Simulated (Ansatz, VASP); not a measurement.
## ScTa2N3 in VASP and in Ansatz

```
CELL_PARAMETERS angstrom
2.75046 0.00000 0.00000
0.00000 2.75046 0.00000
0.00000 0.00000 8.28377
ATOMIC_POSITIONS crystal
Sc 0.00000 0.00000 0.00000
Ta 0.00000 0.00000 0.33334
Ta 0.00000 0.00000 0.66666
N 0.50000 0.50000 0.18138
N 0.50000 0.50000 0.50000
N 0.50000 0.50000 0.81862
```

Change from the starting cell: species swapped into the Pr3MgAl2 type (P4/mmm, No. 123).

Alike in both runs: functional PBE; k mesh 14 × 14 × 6; occupations gaussian, width 0.1 eV; no spin polarisation.

Ansatz relaxed the structure, and its values are those at the end. VASP's run is a single point on that final structure, the one shown.

```csv
,VASP,Ansatz
version,VASP 6.6.1,Ansatz 0.2.0
potentials or method,"VASP PAW PBE potentials, release 64 (Sc_sv, Ta_pv, N)","scalar-relativistic, plane waves, PAW"
plane-wave cutoff (eV),520,420
valence electrons in the cell,48,52
```

```tsv
	VASP	Ansatz	Ansatz less VASP
gap on the k mesh at the Fermi level (eV)	none	none	-
pressure (GPa)	0.8	0.0	-0.81
rms of the force components (eV/Å)	0.005	0.000	-0.0048
```

A gap of «none» marks a metal or a gap that the smearing closes. The two sets of potentials don't hold the same shells in valence.

Spin-orbit coupling is left out, which matters for the levels of Ta.
